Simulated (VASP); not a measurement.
# ZrGaC5 (P4/mmm) in VASP: further runs

The runs below take ZrGaC5 through single point, relaxation of cell and atoms, with PBE.

Program: VASP 6.6.1. These are calculated values, not measurements. Logs are shortened: lines on timing, memory, paths and dates and some standing lists are left out, and cuts for length are marked.

## Step 1: The cell of the first run

The structure is tetragonal, space group P4/mmm (No. 123). Conventional cell: a = 3.153 Å, b = 3.153 Å, c = 7.055 Å, α = 90.00°, β = 90.00°, γ = 90.00°. Zr (site symmetry 4/mmm) has 12 C at 2.23 to 2.50 Å as nearest neighbours. Around Ga (site symmetry 4/mmm) lie 8 C at 2.24 Å. C (site symmetry 4/mmm) is surrounded by 4 Zr at 2.23 Å and 8 C at 2.50 Å. C (site symmetry 2mm) is surrounded by 6 C at 2.23 to 2.50 Å and 2 Ga at 2.24 Å and 2 Zr at 2.50 Å.

The cell was built by a generator and needn't be a form met in nature.

## Step 2: Single point, PBE (species swapped into the YbIn5Rh type (P4/mmm, No. 123))

INCAR

```
SYSTEM = ZrGaC5
ALGO     = Normal         ! electronic algorithm
EDIFF    = 1E-6           ! SCF threshold, eV
ENCUT    = 520            ! plane-wave cutoff, eV
GGA      = PE             ! functional
ISIF     = 2              ! what is computed and relaxed
ISMEAR   = 0              ! smearing method
LASPH    = .True.         ! aspherical terms in the spheres
LCHARG   = .False.        ! write CHGCAR
LREAL    = .False.        ! projectors in reciprocal space
LWAVE    = .False.        ! write WAVECAR
NBANDS   = 32             ! bands
NELM     = 60             ! most SCF steps
PREC     = Accurate       ! precision mode
SIGMA    = 0.1            ! smearing width, eV
```

KPOINTS

```
k-points
0
Gamma
  4 4 4
  0 0 0
```

POSCAR

```
ZrGaC5
1.0
    3.1534886807      0.0000000000      0.0000000000
    0.0000000000      3.1534886807      0.0000000000
    0.0000000000      0.0000000000      7.0549022318
Zr Ga C
1 1 5
Direct
    0.0000000000      0.0000000000      0.0000000000
    0.0000000000      0.0000000000      0.5000000000
    0.5000000000      0.5000000000      0.0000000000
    0.5000000000      0.0000000000      0.2747171748
    0.0000000000      0.5000000000      0.2747171748
    0.5000000000      0.0000000000      0.7252828252
    0.0000000000      0.5000000000      0.7252828252
```

Potentials or basis: VASP PAW PBE potentials, release 64 (Zr_sv, Ga_d, C).

Run with:

```sh
$ cat potpaw_PBE.64/Zr_sv/POTCAR potpaw_PBE.64/Ga_d/POTCAR potpaw_PBE.64/C/POTCAR > POTCAR
$ mpirun -np 1 vasp_std > vasp.out
```

OUTCAR:

```text
SYSTEM = ZrGaC5
   EDIFF = 1E-6
   ENCUT = 520
   GGA = PE
   ISIF = 2
   ISMEAR = 0
   LASPH = .True.
   LREAL = .False.
   NELM = 60
   PREC = Accurate

 ion  position               nearest neighbor table
   1  0.000  0.000  0.000-   3 2.23   3 2.23   3 2.23   3 2.23   7 2.50   4 2.50   5 2.50   7 2.50
                             5 2.50   4 2.50   6 2.50   6 2.50
   2  0.000  0.000  0.500-   4 2.24   5 2.24   6 2.24   7 2.24   5 2.24   7 2.24   4 2.24   6 2.24

   3  0.500  0.500  0.000-   1 2.23   1 2.23   1 2.23   1 2.23
   4  0.500  0.000  0.275-   2 2.24   2 2.24   1 2.50   1 2.50
   5  0.000  0.500  0.275-   2 2.24   2 2.24   1 2.50   1 2.50
   6  0.500  0.000  0.725-   2 2.24   2 2.24   1 2.50   1 2.50
   7  0.000  0.500  0.725-   2 2.24   2 2.24   1 2.50   1 2.50

  LATTYP: Found a simple tetragonal cell.
 ALAT       =     3.1534886807
 C/A-ratio  =     2.2371737926

  Lattice vectors:

 A1 = (   3.1534886807,   0.0000000000,   0.0000000000)
 A2 = (   0.0000000000,   3.1534886807,   0.0000000000)
 A3 = (   0.0000000000,   0.0000000000,   7.0549022318)

Analysis of symmetry for initial positions (statically):
=====================================================================
 Subroutine PRICEL returns:
 Original cell was already a primitive cell.

 Routine SETGRP: Setting up the symmetry group for a
 simple tetragonal supercell.

 Subroutine GETGRP returns: Found 16 space group operations
 (whereof 16 operations were pure point group operations)
 out of a pool of 16 trial point group operations.

The static configuration has the point symmetry D_4h.

Analysis of symmetry for dynamics (positions and initial velocities):
=====================================================================
 Subroutine PRICEL returns:
 Original cell was already a primitive cell.

 Routine SETGRP: Setting up the symmetry group for a
 simple tetragonal supercell.

 Subroutine GETGRP returns: Found 16 space group operations
 (whereof 16 operations were pure point group operations)
 out of a pool of 16 trial point group operations.

The dynamic configuration has the point symmetry D_4h.

 Subroutine INISYM returns: Found 16 space group operations
 (whereof 16 operations are pure point group operations),
 and found     1 'primitive' translations

----------------------------------------------------------------------------------------

                                     Primitive cell

  volume of cell :      70.1574

  direct lattice vectors                    reciprocal lattice vectors
     3.153488681  0.000000000  0.000000000     0.317109114  0.000000000  0.000000000
     0.000000000  3.153488681  0.000000000     0.000000000  0.317109114  0.000000000
     0.000000000  0.000000000  7.054902232     0.000000000  0.000000000  0.141745409

  length of vectors
     3.153488681  3.153488681  7.054902232     0.317109114  0.317109114  0.141745409

  position of ions in fractional coordinates (direct lattice)
     0.000000000  0.000000000  0.000000000
     0.000000000  0.000000000  0.500000000
     0.500000000  0.500000000  0.000000000
     0.500000000  0.000000000  0.274717175
     0.000000000  0.500000000  0.274717175
     0.500000000  0.000000000  0.725282825
     0.000000000  0.500000000  0.725282825

  ion indices of the primitive-cell ions
   primitive index   ion index
                 1           1
                 2           2
                 3           3
                 4           4
                 5           5
                 6           6
                 7           7

----------------------------------------------------------------------------------------

 KPOINTS: k-points

Automatic generation of k-mesh.
 Grid dimensions read from file:
 generate k-points for:    4    4    4

 Generating k-lattice:

  Cartesian coordinates                     Fractional coordinates (reciprocal lattice)
     0.079277278  0.000000000  0.000000000     0.250000000  0.000000000  0.000000000
     0.000000000  0.079277278  0.000000000     0.000000000  0.250000000  0.000000000
     0.000000000  0.000000000  0.035436352     0.000000000  0.000000000  0.250000000

  Length of vectors
     0.079277278  0.079277278  0.035436352

  Shift w.r.t. Gamma in fractional coordinates (k-lattice)
     0.000000000  0.000000000  0.000000000

 Subroutine IBZKPT returns following result:
 ===========================================

 Found     18 irreducible k-points:

 Following reciprocal coordinates:
            Coordinates               Weight
  0.000000  0.000000  0.000000      1.000000
  0.250000  0.000000  0.000000      4.000000
  0.500000  0.000000  0.000000      2.000000
  0.250000  0.250000  0.000000      4.000000
  0.500000  0.250000  0.000000      4.000000
  0.500000  0.500000  0.000000      1.000000
[... 10 lines left out ...]
  0.500000  0.250000  0.500000      4.000000
  0.500000  0.500000  0.500000      1.000000
   k-points           NKPTS =     18   k-points in BZ     NKDIM =     18   number of bands    NBANDS=     32
   number of dos      NEDOS =    301   number of ions     NIONS =      7
   total plane-waves  NPLWV =  31104
   dimension x,y,z NGX =    24 NGY =   24 NGZ =   54
   dimension x,y,z NGXF=    48 NGYF=   48 NGZF=  108
   ions per type =               1   1   5
   NGX,Y,Z   is equivalent  to a cutoff of  12.65, 12.65, 12.72 a.u.
   NGXF,Y,Z  is equivalent  to a cutoff of  25.30, 25.30, 25.45 a.u.
 SYSTEM =  ZrGaC5
   PREC   = accura    normal or accurate (medium, high low for compatibility)
   ISTART =      0    job   : 0-new  1-cont  2-samecut
   ICHARG =      2    charge: 1-file 2-atom 10-const
   ISPIN  =      1    spin polarized calculation?
   LNONCOLLINEAR =      F non collinear calculations
   LSORBIT =      F    spin-orbit coupling
   LASPH  =      T    aspherical Exc in radial PAW
   ENCUT  =  520.0 eV  38.22 Ry    6.18 a.u.   5.86  5.86 13.12*2*pi/ulx,y,z
   NELM   =     60;   NELMIN=  2; NELMDL= -5     # of ELM steps
   EDIFF  = 0.1E-05   stopping-criterion for ELM
   LREAL  =      F    real-space projection
   EDIFFG = 0.1E-04   stopping-criterion for IOM
   NSW    =      0    number of steps for IOM
   IBRION =     -1    ionic relax: 0-MD 1-quasi-New 2-CG
   NFREE  =      0    steps in history (QN), initial steepest desc. (CG)
   ISIF   =      2    stress and relaxation
   ISYM   =      2    0-nonsym 1-usesym 2-fastsym
   POTIM  = 0.5000    time-step for ionic-motion
   TEBEG  =    0.0;   TEEND  =   0.0 temperature during run
   PSTRESS=    0.0 pullay stress
   NELECT =      45.0000    total number of electrons
   NUPDOWN=      -1.0000    fix difference up-down
   EMIN   =  10.00;   EMAX   =-10.00  energy-range for DOS
   EFERMI =   0.00;   METHOD = LEGACY
   ISMEAR =     0;   SIGMA  =   0.10  broadening in eV -4-tet -1-fermi 0-gaus
   EFERMI_NEDOS =   21; number of points for ismear=-14 and -15
   IALGO  =     38    algorithm
   IMIX   =      4    mixing-type and parameters
     AMIX     =   0.40;   BMIX     =  1.00
     AMIX_MAG =   1.60;   BMIX_MAG =  1.00
  volume/ion in A,a.u.               =      10.02        67.64
  Fermi-wavevector in a.u.,A,eV,Ry     =   1.411848  2.668005 27.120678  1.993314
  Thomas-Fermi vector in A             =   2.533657
   LORBIT       =      0    0 simple, 1 ext, 2 COOP (PROOUT), +10 PAW based schemes
   GGA     = PE    functional components
   LHFCALC =     F    Hartree Fock is set to
   AEXX    =    0.0000 exact exchange contribution
   IVDW    =     0    specifies the selected vdW correction
   LEPSILON=     F    determine dielectric tensor
   LRPA    =     F    only Hartree local field effects (RPA)
 non-spin polarized calculation
 Gauss-broadening in eV      SIGMA  =   0.10
  energy-cutoff  :      520.00
  volume of cell :       70.16
 maximum number of plane-waves:      1920
 NGX is ok and might be reduce to    24
   NGX = 11   NGY = 11   NGZ = 27

 number of electron      44.9999991 magnetization

 Free energy of the ion-electron system (eV)
  ---------------------------------------------------
  ext. energy  EPLUGINS =         0.00000000
  ---------------------------------------------------
  free energy    TOTEN  =       -43.47813678 eV

  energy without entropy =      -43.45784760  energy(sigma->0) =      -43.46799219

 E-fermi :   8.0553     XC(G=0): -12.2713

 val. band max:        8.0530232595   @ k =   0.2500   0.0000   0.0000
 cond. band min:       8.0580957841   @ k =   0.0000   0.0000   0.0000
 fundamental gap:      0.0050725246
 Fermi energy:         8.0553389665

 k-point     1 :       0.0000    0.0000    0.0000
  band No.  band energies     occupation
      1     -40.0200      2.00000
      2     -18.3096      2.00000
      3     -17.9267      2.00000
      4     -17.9267      2.00000
      5      -7.3348      2.00000
      6      -6.8571      2.00000
[... 24 lines left out ...]
     31      13.0211      0.00000
     32      13.0211      0.00000

 k-point     2 :       0.2500    0.0000    0.0000
  band No.  band energies     occupation
      1     -39.9851      2.00000
      2     -18.3692      2.00000
      3     -18.2442      2.00000
      4     -17.8674      2.00000
      5      -6.8654      2.00000
      6      -6.8331      2.00000
[... 24 lines left out ...]
     31      13.3144      0.00000
     32      13.4869      0.00000

 k-point     3 :       0.5000    0.0000    0.0000
  band No.  band energies     occupation
      1     -39.9498      2.00000
      2     -18.7761      2.00000
      3     -18.1775      2.00000
      4     -17.8071      2.00000
      5      -6.9484      2.00000
      6      -6.7661      2.00000
[... 24 lines left out ...]
     31      13.4455      0.00000
     32      15.2009      0.00000

 k-point     4 :       0.2500    0.2500    0.0000
  band No.  band energies     occupation
      1     -39.9506      2.00000
      2     -18.3165      2.00000
      3     -18.2652      2.00000
      4     -18.1843      2.00000
      5      -6.8305      2.00000
      6      -6.7618      2.00000
[... 24 lines left out ...]
     31      13.4294      0.00000
     32      13.6532      0.00000

 k-point     5 :       0.5000    0.2500    0.0000
  band No.  band energies     occupation
      1     -39.9157      2.00000
      2     -18.6833      2.00000
      3     -18.2107      2.00000
      4     -18.1233      2.00000
      5      -6.9089      2.00000
      6      -6.7656      2.00000
[... 374 lines left out ...]
     31      13.4195      0.00000
     32      13.5553      0.00000

 k-point    16 :       0.2500    0.2500    0.5000
  band No.  band energies     occupation
      1     -39.9506      2.00000
      2     -18.3165      2.00000
      3     -18.2652      2.00000
      4     -18.1849      2.00000
      5      -6.8395      2.00000
      6      -6.7601      2.00000
[... 24 lines left out ...]
     31      13.7478      0.00000
     32      13.8100      0.00000

 k-point    17 :       0.5000    0.2500    0.5000
  band No.  band energies     occupation
      1     -39.9157      2.00000
      2     -18.6833      2.00000
      3     -18.2107      2.00000
      4     -18.1238      2.00000
      5      -6.9033      2.00000
      6      -6.7652      2.00000
[... 24 lines left out ...]
     31      13.2190      0.00000
     32      14.2757      0.00000

 k-point    18 :       0.5000    0.5000    0.5000
  band No.  band energies     occupation
      1     -39.8812      2.00000
      2     -18.5874      2.00000
      3     -18.5874      2.00000
      4     -18.0685      2.00000
      5      -6.8674      2.00000
      6      -6.8674      2.00000
[... 24 lines left out ...]
     31      14.1224      0.00000
     32      14.6797      0.00000

------------------------ aborting loop because EDIFF is reached ----------------------------------------

  FORCE on cell =-STRESS in cart. coord.  units (eV):
  Direction    XX          YY          ZZ          XY          YZ          ZX
  --------------------------------------------------------------------------------------
  -------------------------------------------------------------------------------------
  Total        0.1043113      0.1043113      0.1459162      0.0000000      0.0000000      0.0000000
  in kB        2.3821455      2.3821455      3.3322716      0.0000000      0.0000000      0.0000000
  external PRESSURE =       2.6988542 kB  Pullay stress =       0.0000000 kB

 VOLUME and BASIS-vectors are now :
 -----------------------------------------------------------------------------
  energy-cutoff  :      520.00
  volume of cell :       70.16
      direct lattice vectors                 reciprocal lattice vectors
     3.153488681  0.000000000  0.000000000     0.317109114  0.000000000  0.000000000
     0.000000000  3.153488681  0.000000000     0.000000000  0.317109114  0.000000000
     0.000000000  0.000000000  7.054902232     0.000000000  0.000000000  0.141745409

 POSITION                                       TOTAL-FORCE (eV/Angst)
 -----------------------------------------------------------------------------------
      0.00000      0.00000      0.00000        -0.000000     -0.000000     -0.000000
      0.00000      0.00000      3.52745        -0.000000     -0.000000     -0.000000
      1.57674      1.57674      0.00000        -0.000000     -0.000000     -0.000000
      1.57674      0.00000      1.93810         0.000000     -0.000000     -0.008914
      0.00000      1.57674      1.93810        -0.000000      0.000000     -0.008914
      1.57674      0.00000      5.11680        -0.000000     -0.000000      0.008914
      0.00000      1.57674      5.11680        -0.000000      0.000000      0.008914
 -----------------------------------------------------------------------------------
    total drift:                                0.000000     -0.000000      0.000000

  FREE ENERGIE OF THE ION-ELECTRON SYSTEM (eV)
  ---------------------------------------------------
  free  energy   TOTEN  =       -43.4781367837 eV

  energy  without entropy=      -43.4578476015  energy(sigma->0) =      -43.46799219
```

It took 22 s on 1 thread of Intel Xeon 6975P-C (Granite Rapids), shared host; peak memory 0.19 GiB.

What came out:

* Free energy: -43.4781 eV
* Pressure: 0.3 GPa
* Largest force: 0.009 eV/Å
* Band gap on the k mesh: none (metal or under the smearing width)

Forces in eV/Å, atoms in the order of the input:
```
Zr   0.000  0.000  0.000
Ga   0.000  0.000  0.000
C    0.000  0.000  0.000
C    0.000  0.000 -0.009
C    0.000  0.000 -0.009
C    0.000  0.000  0.009
C    0.000  0.000  0.009
```

Caveat: the k mesh is coarse (spacing up to 0.50 Å⁻¹), so the values aren't converged.

## Step 3: Relaxation of cell and atoms, PBE (species swapped into the YbIn5Rh type (P4/mmm, No. 123))

INCAR

```
SYSTEM = ZrGaC5
ALGO     = Normal         ! electronic algorithm
EDIFF    = 1E-6           ! SCF threshold, eV
EDIFFG   = -0.04          ! ionic threshold
ENCUT    = 600            ! plane-wave cutoff, eV
GGA      = PE             ! functional
IBRION   = 2              ! ionic algorithm
ISIF     = 3              ! what is computed and relaxed
ISMEAR   = 0              ! smearing method
LASPH    = .True.         ! aspherical terms in the spheres
LCHARG   = .False.        ! write CHGCAR
LREAL    = .False.        ! projectors in reciprocal space
LWAVE    = .False.        ! write WAVECAR
NELM     = 100            ! most SCF steps
NSW      = 90             ! ionic steps
PREC     = Accurate       ! precision mode
SIGMA    = 0.1            ! smearing width, eV
```

KPOINTS is that of step 2.

POSCAR

```
ZrGaC5
1.0
    3.8859821500      0.0000000000      0.0000000000
    0.0000000000      3.8859821500      0.0000000000
    0.0000000000      0.0000000000      6.2934101800
Zr Ga C
1 1 5
Direct
    0.0000000000      0.0000000000      0.0000000000
    0.0000000000      0.0000000000      0.5000000000
    0.5000000000      0.5000000000      0.0000000000
    0.5000000000      0.0000000000      0.3007800000
    0.0000000000      0.5000000000      0.3007800000
    0.5000000000      0.0000000000      0.6992200000
    0.0000000000      0.5000000000      0.6992200000
```

Potentials or basis: VASP PAW PBE potentials, release 64 (Zr_sv, Ga_d, C).

Run with:

```sh
$ cat potpaw_PBE.64/Zr_sv/POTCAR potpaw_PBE.64/Ga_d/POTCAR potpaw_PBE.64/C/POTCAR > POTCAR
$ mpirun -np 1 vasp_std > vasp.out
```

Wall time 7.3 min (1 thread of Intel Xeon 6975P-C (Granite Rapids), shared host); peak memory 0.27 GiB.

It converged, with:

| Item | Value |
| --- | --- |
| Free energy | -43.4971 eV |
| Relaxed volume | 10.04 Å³/atom |
| Relaxed cell | a = 3.159 Å, b = 3.159 Å, c = 7.043 Å, α = 90.00°, β = 90.00°, γ = 90.00° |
| Space group after relaxing (to 0.05 Å) | P4/mmm (No. 123) |
| Energy gained by relaxing | 603.3 meV/atom |
| Ionic steps | 18 |
| Pressure after relaxing | -0.1 GPa |
| Largest force after relaxing | 0.026 eV/Å |
| Band gap on the k mesh | none (metal or under the smearing width) |

Forces in eV/Å, atoms in the order of the input:
```
Zr   0.000  0.000  0.000
Ga   0.000  0.000  0.000
C    0.000  0.000  0.000
C    0.000  0.000 -0.026
C    0.000  0.000 -0.026
C    0.000  0.000  0.026
C    0.000  0.000  0.026
```

Stress tensor (GPa, compression positive):
```
-0.46  0.00  0.00
 0.00 -0.46  0.00
 0.00  0.00  0.56
```

Step by step:
| step | energy change (eV) | largest force (eV/Å) | pressure (GPa) | volume (Å³) |
| --- | --- | --- | --- | --- |
| 1 | 0.0000 | 0.4515 | -25.83 | 95.04 |
| 2 | -2.3168 | 0.9615 | 13.09 | 67.97 |
| 3 | -2.4557 | 0.8681 | 1.68 | 71.96 |
| 4 | -2.7639 | 0.6414 | 2.13 | 71.48 |
| 5 | -3.6131 | 0.5533 | 4.06 | 69.57 |
| 6 | -1.6753 | 2.7326 | 36.94 | 63.94 |
| 7 | -3.6131 | 1.4811 | 7.21 | 68.42 |
| 8 | -3.7428 | 1.4649 | 5.89 | 68.96 |
| 9 | -3.7176 | 1.1521 | 4.20 | 70.32 |
| 10 | -3.8212 | 1.3254 | 4.44 | 69.72 |
| 11 | -3.8232 | 1.3500 | 4.54 | 69.63 |
| 12 | -3.9156 | 1.1708 | 2.39 | 70.18 |
| 13 | -4.0844 | 0.6927 | -3.22 | 71.86 |
| 14 | -4.0085 | 0.1050 | -11.07 | 75.27 |
| 15 | -4.1160 | 0.3873 | -6.44 | 73.07 |
| 16 | -4.1976 | 0.1847 | -3.41 | 71.62 |
| 17 | -4.2233 | 0.0175 | -0.28 | 70.34 |
| 18 | -4.2234 | 0.0262 | -0.12 | 70.29 |

Final structure:
```xyz
7
Lattice="3.1591 0.0000 0.0000 0.0000 3.1591 0.0000 0.0000 0.0000 7.0431" Properties=species:S:1:pos:R:3 pbc="T T T"
Zr    3.1591    0.0000    7.0431
Ga    3.1591    0.0000    3.5215
C     1.5795    1.5795    7.0431
C     1.5795    3.1591    1.9373
C     0.0000    1.5795    1.9373
C     1.5795    0.0000    5.1057
C     0.0000    1.5795    5.1057
```

Levels at points of the mesh, in eV from the Fermi level:
| k point | band 20 | band 21 | band 22 | band 23 | band 24 | band 25 |
| --- | --- | --- | --- | --- | --- | --- |
| (0.00, 0.00, 0.00) | -3.21 | -1.79 | 0.00 | 0.00 | 1.71 | 2.38 |
| (0.50, 0.00, 0.00) | -1.35 | -1.02 | -0.87 | 0.43 | 0.53 | 0.93 |
| (0.50, 0.50, 0.00) | -3.69 | -1.77 | -1.77 | 0.64 | 0.74 | 0.74 |
| (0.00, 0.00, 0.50) | -2.72 | -1.27 | 0.20 | 0.20 | 0.81 | 0.81 |
| (0.50, 0.00, 0.50) | -0.60 | -0.02 | 0.02 | 0.26 | 0.68 | 0.82 |
| (0.50, 0.50, 0.50) | -3.98 | -2.18 | -2.18 | 0.42 | 2.07 | 2.07 |

Caveat: the k mesh is coarse (spacing up to 0.40 Å⁻¹), so the values aren't converged; the volume moved by over 15 % at a fixed basis, so the end points are rough.

[end of part 1 of 2]
